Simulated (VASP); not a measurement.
Method: r2SCAN meta-GGA, VASP's PBE PAW potentials (set 64) (plane waves; VASP 6.6.1).

Input for VASP

**POSCAR**
```
ZrO2
1
    5.5843726919    -0.0000000000     0.0000000000
    0.0000000000     3.3464121238     0.0000000000
    0.0000000000     0.0000000000     6.4924178557
Zr O
4 8
Direct
  0.7527788823   0.2500000000   0.6095356094
  0.2527788823   0.2500000000   0.8904643906
  0.2472211177   0.7500000000   0.3904643906
  0.7472211177   0.7500000000   0.1095356094
  0.6397437011   0.2500000000   0.9251339134
  0.1397437011   0.2500000000   0.5748660866
  0.3602562989   0.7500000000   0.0748660866
  0.8602562989   0.7500000000   0.4251339134
  0.5243522498   0.2500000000   0.3395156589
  0.0243522498   0.2500000000   0.1604843411
  0.4756477502   0.7500000000   0.6604843411
  0.9756477502   0.7500000000   0.8395156589
```

### KPOINTS
```
Automatic mesh
0
Gamma
4 6 3
0 0 0
```

### INCAR
```
SYSTEM = ZrO2
PREC = Accurate; ENCUT = 520; LREAL = .FALSE.
LASPH = .TRUE.
EDIFF = 1E-6; NELM = 100; ALGO = Normal
LMAXMIX = 4; LMIXTAU = .TRUE.
ISMEAR = 0; SIGMA = 0.05
METAGGA = R2SCAN
IBRION = 2; NSW = 60; ISIF = 3
EDIFFG = -0.02
LWAVE = .FALSE.; LCHARG = .FALSE.
```

POTCAR, in this order: Zr_sv O (PBE.64 set). Program: vasp_std.

**Question.** Predict the energy per atom (σ→0), volume per atom, band gap (on the k-mesh).

**Answer.** 
The energy per atom (σ→0) is -15.253 eV/atom, the band gap (on the k-mesh) is 3.41 eV and the volume per atom is 10.12 Å³/atom.

OSZICAR:
```
...
DAV:   1    -0.183034627759E+03   -0.43842E-03   -0.24135E-02  2763   0.927E-01    0.223E-01
DAV:   2    -0.183034349545E+03    0.27821E-03   -0.13174E-03  3462   0.178E-01    0.952E-02
DAV:   3    -0.183034268493E+03    0.81052E-04   -0.25450E-04  3181   0.915E-02    0.177E-02
DAV:   4    -0.183034274308E+03   -0.58147E-05   -0.55217E-05  3926   0.338E-02    0.163E-02
DAV:   5    -0.183034273273E+03    0.10347E-05   -0.82570E-05  3159   0.405E-02    0.141E-02
DAV:   6    -0.183034283097E+03   -0.98236E-05   -0.12942E-05  2579   0.195E-02    0.697E-03
DAV:   7    -0.183034282190E+03    0.90681E-06   -0.36792E-06  2352   0.865E-03
   3 F= -.18303428E+03 E0= -.18303428E+03  d E =-.152218E-03
```

The structure was generated: ZrO2 was put into the cotunnite type (Pnma), which need not be its known phase. This run relaxes it. Symmetry was kept, so distortions that lower it aren't found. The start is the result of an earlier pass.
